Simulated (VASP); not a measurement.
Given:

```xyz
7
Lattice="4.0962 0.0000 0.0000 0.0000 4.0962 0.0000 0.0000 0.0000 6.5240" Properties=species:S:1:pos:R:3 pbc="T T T"
Hf     0.0000     0.0000     0.0000
Ga     0.0000     2.0481     1.9802
Ga     0.0000     2.0481     4.5438
Ga     2.0481     0.0000     1.9802
Ga     2.0481     0.0000     4.5438
Ga     2.0481     2.0481     0.0000
Co     0.0000     0.0000     3.2620
```

Computed with PBEsol GGA, VASP's PBE PAW potentials (set 64) (plane waves; VASP). Numerical set-up: 300 eV cut-off, 5×5×4 Γ-centred mesh, Gaussian smearing of 0.14 eV, potentials Hf_pv Ga_d Co.

At this cut-off the stress carries a Pulay error, which pulls relaxed volumes low.

### Question
Give the stress tensor in GPa (positive for a compressed cell).

### Answer

```
-1.36   0.00   0.00
 0.00  -1.36   0.00
 0.00   0.00  -1.50
```
The pressure is its mean diagonal, -1.41 GPa.

The structure comes from a computed database's HfGa5Co entry (P4/mmm); how it stands against other phases isn't given here. The cell was not relaxed at this level. The k-mesh is coarse (spacing up to 0.31 per Å, 2π included), so the numbers may not be converged in it. The run is not spin-polarised, so no magnetic state was tried.
